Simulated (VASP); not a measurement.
TbHgAsO: single point with PBE

The system is TbHgAsO.

```
Tb Hg As O
1.0
     4.21181    0.00000    0.00000
     0.00000    4.21181    0.00000
     0.00000    0.00000    8.44478
Tb Hg As O
2 2 2 2
Direct
  0.25000 0.25000 0.13338
  0.75000 0.75000 0.86662
  0.75000 0.25000 0.50000
  0.25000 0.75000 0.50000
  0.25000 0.25000 0.66640
  0.75000 0.75000 0.33360
  0.75000 0.25000 0.00000
  0.25000 0.75000 0.00000
```

The cell was built by a generator and needn't be a form met in nature.

```json
{
 "Program": "VASP 6.6.1",
 "Task": "single point",
 "Functional": "PBE",
 "Potentials or basis": "VASP PAW PBE potentials, release 64 (Tb, Hg, As, O)",
 "Cutoff": "520 eV",
 "k mesh": "6 × 6 × 3",
 "Occupations": "fermi-dirac, width 0.1 eV",
 "Spin": "collinear spin, typed start",
 "Starting moments": "[6.0, -6.0, 0.0, 0.0, 0.0, 0.0, 0.0, 0.0] μB"
}
```

```json
{
  "Pressure": "10.3 GPa",
  "Largest force": "4.565 eV/Å",
  "Band gap on the k mesh": "none (metal or under the smearing width)",
  "Net moment": "0.00 μB per cell",
  "Site moments": "Tb +5.69, -5.69; Hg +0.00; As +0.00, -0.00; O +0.00 μB",
  "Valence electrons inside the program's atomic spheres": "Tb 16.20; Hg 10.82; As 2.86; O 4.98"
}
```

Forces on the atoms (eV/Å):
```
Tb   0.000  0.000 -1.784
Tb   0.000  0.000  1.784
Hg   0.000  0.000  0.000
Hg   0.000  0.000  0.000
As   0.000  0.000  4.565
As   0.000  0.000 -4.565
O    0.000  0.000  0.000
O    0.000  0.000  0.000
```

Stress tensor (GPa, compression positive):
```
 9.57  0.00  0.00
 0.00  9.57  0.00
 0.00  0.00 11.89
```

Levels at points of the mesh, in eV from the Fermi level:
Spin up:
| k point | band 39 | band 40 | band 41 | band 42 | band 43 | band 44 | band 45 | band 46 |
| --- | --- | --- | --- | --- | --- | --- | --- | --- |
| (0.00, 0.00, 0.00) | -0.72 | 0.02 | 0.02 | 0.19 | 0.21 | 0.21 | 0.24 | 0.49 |
| (0.50, 0.00, 0.00) | -1.22 | -1.03 | -0.98 | -0.02 | 0.00 | 0.30 | 0.41 | 0.48 |
| (0.50, 0.50, 0.00) | -2.54 | -2.48 | -2.48 | -0.02 | -0.02 | 0.43 | 0.50 | 0.50 |
Spin down:
```tsv
k point	band 40	band 41	band 42	band 43	band 44	band 45
(0.00, 0.00, 0.00)	0.02	0.02	0.19	0.21	0.21	0.24
(0.50, 0.00, 0.00)	-1.03	-0.98	-0.02	0.00	0.30	0.41
(0.50, 0.50, 0.00)	-2.48	-2.48	-0.02	-0.02	0.43	0.50
```

Wall time 29 min on 1 thread of AMD EPYC 9R45 96-Core Processor (Zen 5), on a shared host, peak memory 0.46 GiB.

Caveat: the magnetic or orbital state may not be the lowest; without U or exact exchange the open f shell lies at the Fermi level, which spoils levels, moments and volumes; forces of over 1 eV/Å show positions far from the minimum, so gaps and moduli don't describe the material at rest. Spin-orbit coupling is left out, which matters for the levels of Hg, Tb.
